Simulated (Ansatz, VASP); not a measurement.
## Rh (Rhodium): VASP beside Ansatz

Aim: how closely do two programs agree when they are given the same cell, functional and k mesh?

Main program and level: Ansatz 0.2.0; plane waves, with VASP 6.6.1 beside it; single point at PBE.

### 1. Starting point

Symmetry: Fm-3m, No. 225, cubic system. Conventional cell: a = 3.803 Å, b = 3.803 Å, c = 3.803 Å, α = 90.00°, β = 90.00°, γ = 90.00°. Rh has 12 Rh at 2.69 Å nearest.

### 2. VASP: single point, PBE

With cell and atoms fixed, the geometry can't cause a difference; cores, projectors, grids and the points listed under the comparison can.

Lines of VASP's logs that name or quote its potential files are left out, and so is its time.

The input, INCAR:

```
SYSTEM = Rh
PREC = Accurate
ENCUT = 400
EDIFF = 1E-06
NELM = 100
ISMEAR = -1
SIGMA = 0.05
LREAL = .FALSE.
ALGO = Normal
GGA = PE
NBANDS = 13
LASPH = .TRUE.
LORBIT = 11
LWAVE = .FALSE.
LCHARG = .FALSE.
KPAR = 2
ISIF = 2
```

The input, POSCAR:

```
Rh
1.0
    0.0000000000      1.9015500000      1.9015500000
    1.9015500000      0.0000000000      1.9015500000
    1.9015500000      1.9015500000      0.0000000000
Rh
1
Direct
    0.0000000000      0.0000000000      0.0000000000
```

The input, KPOINTS:

```
Automatic mesh
0
Gamma
9 9 9
0 0 0
```

Potentials, in the order of the species: Rh_pv (PBE family, release 64).

The run is started by

```
mpirun -np 2 vasp_std
```

Numbers of over 12 decimals in the logs are rounded to 6 here.

The program printed:

```text
[banner, memory and clock lines left out]
running    2 mpi-ranks, on    1 nodes
 distrk:  each k-point on    1 cores,    2 groups
 distr:  one band on    1 cores,    1 groups

 POSCAR found type information on POSCAR Rh
 POSCAR found :  1 types and       1 ions
 LDA part: xc-table for (Slater+PW92), standard interpolation
 POSCAR, INCAR and KPOINTS ok, starting setup
 FFT: planning ... GRIDC
 FFT: planning ... GRID_SOFT
 FFT: planning ... GRID
 WAVECAR not read
 entering main loop
       N       E                     dE             d eps       ncg     rms          rms(c)
DAV:   1     0.102205707348E+03    0.10221E+03   -0.76911E+03   910   0.102E+03
DAV:   2    -0.641263339247E+01   -0.10862E+03   -0.10401E+03   985   0.317E+02
DAV:   3    -0.775583015345E+01   -0.13432E+01   -0.13407E+01  1085   0.396E+01
DAV:   4    -0.776255630475E+01   -0.67262E-02   -0.67252E-02  1055   0.294E+00
DAV:   5    -0.776263886268E+01   -0.82558E-04   -0.82551E-04  1115   0.294E-01    0.101E+01
DAV:   6    -0.726456488532E+01    0.49807E+00   -0.83309E-01  1055   0.135E+01    0.364E+00
DAV:   7    -0.725245974783E+01    0.12105E-01   -0.69727E-02  1095   0.209E+00    0.161E+00
DAV:   8    -0.724892950642E+01    0.35302E-02   -0.56064E-03  1010   0.104E+00    0.101E-01
DAV:   9    -0.724878429826E+01    0.14521E-03   -0.26126E-04  1135   0.232E-01    0.133E-02
DAV:  10    -0.724878516103E+01   -0.86276E-06   -0.10074E-05  1060   0.430E-02    0.924E-03
DAV:  11    -0.724878341274E+01    0.17483E-05   -0.43780E-07   755   0.790E-03    0.277E-04
DAV:  12    -0.724878340784E+01    0.48994E-08   -0.17058E-08   650   0.170E-03
   1 F= -.72487834E+01 E0= -.72439371E+01  d E =-.969253E-02
```

From OUTCAR (step 2):

```text
ion  position               nearest neighbor table
   1  0.000  0.000  0.000-

  LATTYP: Found a face centered cubic cell.
 ALAT       =     3.8031000000

 Subroutine GETGRP returns: Found 48 space group operations
 (whereof 48 operations were pure point group operations)

The static configuration has the point symmetry O_h .

 Found     35 irreducible k-points:

   k-points           NKPTS =     35   k-points in BZ     NKDIM =     35   number of bands    NBANDS=     13

   dimension x,y,z NGX =    18 NGY =   18 NGZ =   18
   dimension x,y,z NGXF=    36 NGYF=   36 NGZF=   36

   ENCUT  =  400.0 eV  29.40 Ry    5.42 a.u.   4.39  4.39  4.39*2*pi/ulx,y,z

   NELECT =      15.0000    total number of electrons

 k-points in reciprocal lattice and weights: Automatic mesh
   0.00000000  0.00000000  0.00000000       0.001
   0.11111111  0.00000000  0.00000000       0.011
   0.22222222  0.00000000  0.00000000       0.011
   0.33333333  0.00000000  0.00000000       0.011
   0.44444444  0.00000000  0.00000000       0.011
   0.11111111  0.11111111  0.00000000       0.008
   0.22222222  0.11111111  0.00000000       0.033
   0.33333333  0.11111111  0.00000000       0.033
   0.44444444  0.11111111  0.00000000       0.033
[...]
-0.33333333  0.44444444  0.11111111       0.033
  -0.33333333  0.44444444  0.22222222       0.033

 average (electrostatic) potential at core
       1 -70.7982

 E-fermi :  11.8297

 k-point     1 :       0.0000    0.0000    0.0000
  band No.  band energies     occupation
    ...
      5       8.8196      2.00000
      6       8.8196      2.00000
      7       8.8196      2.00000
      8      10.8959      2.00000
      9      10.8959      2.00000
     10      27.9077      0.00000
     11      32.4174      0.00000
     12      33.3526      0.00000
     13      33.3526      0.00000

 k-point     2 :       0.1111    0.0000    0.0000
  band No.  band energies     occupation
    ...
      5       8.6256      2.00000
      6       8.9960      2.00000
      7       8.9960      2.00000
      8      10.8089      2.00000
      9      10.8089      2.00000
     10      28.5718      0.00000
     11      31.1915      0.00000
     12      32.4189      0.00000
     13      34.0623      0.00000

 k-point     3 :       0.2222    0.0000    0.0000
  band No.  band energies     occupation
    ...
      5       8.5326      2.00000
      6       9.1972      2.00000
      7       9.1972      2.00000
      8      10.9236      2.00000
      9      10.9236      2.00000
     10      27.8515      0.00000
     11      29.5382      0.00000
     12      32.4184      0.00000
     13      35.8689      0.00000

  Total        0.3950990      0.3950990      0.3950990      0.0000000     -0.0000000      0.0000000
  in kB       46.0323600     46.0323600     46.0323600      0.0000000     -0.0000000      0.0000000
  external PRESSURE =      46.0323600 kB  Pullay stress =       0.0000000 kB

  energy-cutoff  :      400.00
  volume of cell :       13.75
      direct lattice vectors                 reciprocal lattice vectors
     0.000000000  1.901550000  1.901550000    -0.262943388  0.262943388  0.262943388
     1.901550000  0.000000000  1.901550000     0.262943388 -0.262943388  0.262943388
     1.901550000  1.901550000  0.000000000     0.262943388  0.262943388 -0.262943388

 POSITION                                       TOTAL-FORCE (eV/Angst)
 -----------------------------------------------------------------------------------
      0.00000      0.00000      0.00000         0.000000     -0.000000     -0.000000
 -----------------------------------------------------------------------------------
    total drift:                                0.000000     -0.000000      0.000000

  FREE ENERGIE OF THE ION-ELECTRON SYSTEM (eV)
  ---------------------------------------------------
  free  energy   TOTEN  =        -7.2487834078 eV

  energy  without entropy=       -7.2390908793  energy(sigma->0) =       -7.24393714

 total charge
# of ion       s       p       d       tot
------------------------------------------
    1        0.416   6.302   7.067  13.786

[... 3 further parts left out ...]
```

At this level the cell is under a pressure of 4.6 GPa, so at these settings it is away from equilibrium.

### 3. Ansatz: single point, PBE

Ansatz runs on its default PAW (the set named soft_2) files.

The same cell, functional, mesh and smearing now go to Ansatz, which takes its cutoff from its data sets.

The input, input.yaml:

```yaml
crystal:
  lattice:
    - [0.0, 1.90155, 1.90155]
    - [1.90155, 0.0, 1.90155]
    - [1.90155, 1.90155, 0.0]
  atoms:
    - { symbol: Rh, position: [0.0, 0.0, 0.0] }
hamiltonian:
  xc: pbe
  pseudopotentials: { kind: paw }
kpoints:
  mp_grid: { grid: [9, 9, 9] }
scf:
  occupations: { method: fermi_dirac, width: 0.05 }
  n_extra_bands: 4
output:
  forces: true
  stress: true
  eigenvalues: true
  write_density: true
  write_potential: true
  elf: true
  volumetric_format: npy
```

The run is started by

```
ansatz run input.yaml --threads 2 --pin off --max-ram 4608MiB --backend cpu --events-out ev --progress --plain --runs-dir out
```

The program printed:

```text
scf.n_extra_bands = 4 over 9 filled bands (N_el = 17.0): the run solves 13 bands
Engine: ansatz 0.2.0, aarch64-unknown-linux-gnu
Pseudopotentials: kind: paw
Pseudopotential: Rh, paw, valence charge 17, recommended cutoff 420 eV (normal), Rh.paw.azcp
Functional definition: PBE
  parameter kappa = 0.804
  parameter beta = 0.066725
  exchange = pbe_x(kappa = kappa, mu = beta*pi^2/3)
  correlation = pbe_c(beta = beta)
Crystal: 1 atoms, lattice volume = 13.752 Å³
Basis set: ecut = 420 eV, 283 PW (Γ), exchange–correlation on 36×36×36 points (8 copies of the dense FFT grid, shifted against one another)
Bands: 13, of which v1, the nominal top of the filled ones, is band 9 counted from 1 (8 counted from 0)
Symmetry: 48 space group operations
Space group: Fm-3m (ITA 225), of the structure as read, at distance tolerance 2.4e-5 Å
k-points: 35 of 729
Non-local potential: Rh, projectors of the file, l = 0: 3, l = 1: 2, l = 2: 2, l = 3: 1
PAW form: soft (Blöchl's): semilocal exchange-correlation on the pseudo side does not see the compensation charge
PAW one-centre angular grid: Rh, 590 points (default); XC on 64 Gauss nodes
Initial density: superposition of atomic densities (neutral atoms: chi_scale 0, normalization atom), corrected by the library's trained network
Initial wavefunctions: pseudopotential atomic-orbital guess
Functional: x = pbe(κ = 0.804, μ = 0.219515), c = pbe(β = 0.066725)
SCF iter   1: F=—  HF=-6402.881115 eV  |F-HF|=—  |Δ(HF+E_count)|=         —  Δρ=7.21e-3  dr2=1.24e-3  ethr=1.77e-3  ⟨swp⟩=5.1  Hψ=2527  notcnv=0
preconditioner: auto → none  [metal: Δε(μ)=0.061 eV  Ē_g=13.979 eV  σ=0.050 eV  W_gap=0.27  n_scr=0 (ndim 8)  ℏωp=30.0 eV  f_vac=0.000  D(μ)=1.19/eV (n_scr^D=14)]
SCF iter   2: F=—  HF=-6402.880995 eV  |F-HF|=—  |Δ(HF+E_count)|=   1.20e-4  Δρ=3.35e-3  dr2=2.61e-4  ethr=7.32e-6  ⟨swp⟩=1.8  Hψ=821  notcnv=0
SCF iter   3: F=—  HF=-6402.880988 eV  |F-HF|=—  |Δ(HF+E_count)|=   7.01e-6  Δρ=4.42e-4  dr2=2.30e-5  ethr=1.54e-6  ⟨swp⟩=2.1  Hψ=763  notcnv=0
SCF iter   4: F=—  HF=-6402.880981 eV  |F-HF|=—  |Δ(HF+E_count)|=   7.56e-6  Δρ=1.18e-4  dr2=4.07e-7  ethr=1.35e-7  ⟨swp⟩=2.4  Hψ=644  notcnv=0
iter 5 did not close the SCF: its close was put off for the readings that it lacked (scf_convergence_deferred on its scf_iter line)
SCF iter   5: F=-6402.880981 eV  HF=-6402.880981 eV  |F-HF|=2.18e-8  |Δ(HF+E_count)|=   4.53e-7  Δρ=2.46e-5  dr2=1.61e-8  ethr=2.40e-9  ⟨swp⟩=2.1  Hψ=593  notcnv=0
SCF iter   6: F=-6402.880981 eV  HF=-6402.880981 eV  |F-HF|=9.85e-10  |Δ(HF+E_count)|=   2.57e-8  Δρ=5.97e-6  dr2=2.08e-9  ethr=9.45e-11  ⟨swp⟩=5.0  Hψ=2263  notcnv=0
SCF 1 converged in 6 iterations: F = -6402.880981 eV  dr2 = 2.08e-9
  greatest PAW one-centre occupation: 1.000 electrons in one spin orbital (limit 2), on the Rh atom at site 0 (counted from 0), in its partial waves of l = 0
SCF converged after 6 iterations
Free energy (F): -6402.880981 eV
Harris-Foulkes:  -6402.880981 eV  (|F-HF|=9.85e-10)
Internal energy: -6402.871284 eV  (E = F + TS)
E sigma→0 (E₀):  -6402.876133 eV
Entropy (-TS):   -0.009697 eV (-9.697 meV/atom)
Fermi energy:    22.316396 eV
--- Per-component energies (eV) ---
  E_band       = -85.438755
  E_kinetic    = 573.450894
  E_local      = -1563.246968  (includes V_loc(G=0)·N_el)
  E_nonlocal   = 354.447196
  E_hartree    = 549.826242
  E_xc         = -222.053791
  E_vxc        = -278.784555  (∫ρ·V_xc dr)
  E_paw        = -3586.829948  (= ΣΔE_a)
  E_vpaw       = -270.960111  (= ΣTr[D̂ρ^β])
  E_aug_tail   = 0.000849  (compensation charges beyond the density's cutoff)
  E_ewald      = -2508.465759
  E_smearing   = -0.009697  (= −TS)
  E_closure    = -0.000000  (closes the sum)
  Σ components = -6402.880981   (vs F -6402.880981, Δ=0.00e0)
--- Forces (eV/Å), atoms counted from 1 ---
  atom   1  Rh     0.00000000     0.00000000     0.00000000
  max |Σ_I F_I| component: 1.23e-31 eV/Å
--- Stress (GPa, compression-positive) ---
        5.848058      -0.000000       0.000000
        0.000000       5.848058       0.000000
        0.000000       0.000000       5.848058
  P = ⅓ Tr σ = 5.8481 GPa (58.481 kbar)
--- Band table (eV; the first three rows and the last of 35) ---
  k-point 0: bands = [... 5 lower, 19.3021, 19.3021, 19.3021, 21.3791, 21.3791, 38.1978, 43.5166, 43.5166]
  k-point 1: bands = [... 5 lower, 19.1089, 19.4793, 19.4793, 21.2928, 21.2928, 38.8537, 41.4716, 44.2208]
  k-point 2: bands = [... 5 lower, 19.0164, 19.6805, 19.6805, 21.4091, 21.4091, 38.2423, 39.8172, 46.0408]
  k-point 34: bands = [... 5 lower, 18.1699, 18.9459, 21.2711, 23.1657, 30.0826, 33.0532, 34.1400, 35.8970]
```

Wall time 0.88 s (2 threads of Arm Neoverse N1, shared host); peak memory 0.23 GiB; 1.2 s of CPU time.

The run ends at a pressure of 5.85 GPa.

### 4. Differences

Known differences besides the potentials themselves: the data sets hold 17 valence electrons in Ansatz (default PAW (the set named soft_2) files) and 15 in VASP; the cutoff is 420 eV in Ansatz and 400 eV in VASP. Total energies have different zeros and are not compared.

The two programs side by side:

| quantity | Ansatz | VASP | difference |
| --- | --- | --- | --- |
| pressure (GPa) | 5.85 | 4.60 | +1.24 |
| pressure without Ansatz's Pulay correction (GPa) | 5.73 | 4.60 | +1.13 |

Ansatz's pressure holds a Pulay correction of 0.12 GPa; VASP's holds none.

### 5. What the set-up changes

Further runs change the set-up of one program: Ansatz's method, potentials or start, or VASP's data sets, cutoff or form of LDA. The table gives Ansatz less VASP for each quantity, since a change that brings one quantity closer may part another.

| run | pressure (GPa) | pressure without Ansatz's Pulay correction (GPa) |
| --- | --- | --- |
| as above | 1.2 | 1.1 |
| Ansatz's all-electron LAPW method | 1.2 |  |
| Ansatz's larger PAW set (cutoff 640 eV) | 1.2 |  |
| norm-conserving potentials (cutoff 1197 eV) | 1.3 | 1.2 |

### 6. Results

```yaml
difference_in_pressure_single_point_pbe: 1.2 GPa
```

What this shows: The difference in pressure is 1.2 GPa (single point, PBE), beyond the 1 GPa picked in this series as the mark of a large difference. For single point, PBE, no further run moves any of the tabulated differences by more than a quarter of its size. Such differences can come from data sets, numerical settings and the points named under the comparisons, not from the functional's error against experiment.

[Lines on the potential files, build, host, timing and source positions are cut from VASP's logs without a mark.]

[Logs are printed without paths, hosts, clocks, repeated set-up lines and the standing remarks that a program may print on its own settings, such as how far it seeks lower states.]

[Hosts, paths, dates, database ids (printed as entryN), source tags and the programs' standing remarks are cut or masked in the printed files.]
